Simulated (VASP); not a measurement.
## FeSi₂ (space group P4/mmm): computed properties

These are r2SCAN meta-GGA, VASP's PBE PAW potentials (set 64) (plane waves; VASP 6.6.1) values and carry that method's errors.

| Item | Result |
|---|---|
| space group | P4/mmm (123) |
| cell | a = b = 2.681 Å, c = 5.098 Å, α = β = γ = 90.00° |
| volume per atom | 12.22 Å^3/atom |
| band gap (over mesh and band path) | none (metal, semimetal or under 0.01 eV) |
| band gap with spin-orbit coupling | none (metallic) |
| density | 5.07 g/cm³ |

```yaml
crystal:
  lattice:
    - [2.68139, 0.00000, 0.00000]
    - [0.00000, 2.68139, 0.00000]
    - [0.00000, 0.00000, 5.09844]
  atoms:
    - { symbol: Fe, position: [0.00000, 0.00000, 0.00000] }
    - { symbol: Si, position: [0.50000, 0.50000, 0.72857] }
    - { symbol: Si, position: [0.50000, 0.50000, 0.27143] }
```

The structure comes from a computed database's FeSi2 entry (P4/mmm); how it stands against other phases isn't given here. It was relaxed first. Symmetry was kept, so distortions that lower it aren't found. The run is not spin-polarised, so no magnetic state was tried.
